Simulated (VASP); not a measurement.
Consider the following.

```
Hf
1.0
    0.00000     2.23286     2.23286
    2.23286     0.00000     2.23286
    2.23286     2.23286     0.00000
Hf
1
Direct
  0.00000   0.00000   0.00000
```

Level of theory: r2SCAN meta-GGA, VASP's PBE PAW potentials (set 64) (plane waves; VASP). Numerical set-up: 400 eV cut-off, 16×16×16 Γ-centred mesh, tetrahedra with Blöchl corrections, potentials Hf_pv.

Task: Give the energies of bands 4 to 8 at the high-symmetry points, in eV from the Fermi level.

Result: 
```tsv
band	Γ	X	U	L	W
4	-7.57	-3.35	-2.26	-3.75	-1.85
5	1.60	-2.19	-1.52	0.38	-0.44
6	1.60	2.46	0.80	1.40	-0.44
7	1.60	6.79	4.34	1.40	2.81
8	4.61	7.30	6.29	6.71	7.31
```

It has no gap at this level: it comes out as a metal or semimetal.

The structure was generated: Hf was put into the fcc type (Fm-3m), which need not be its known phase. It was relaxed first.
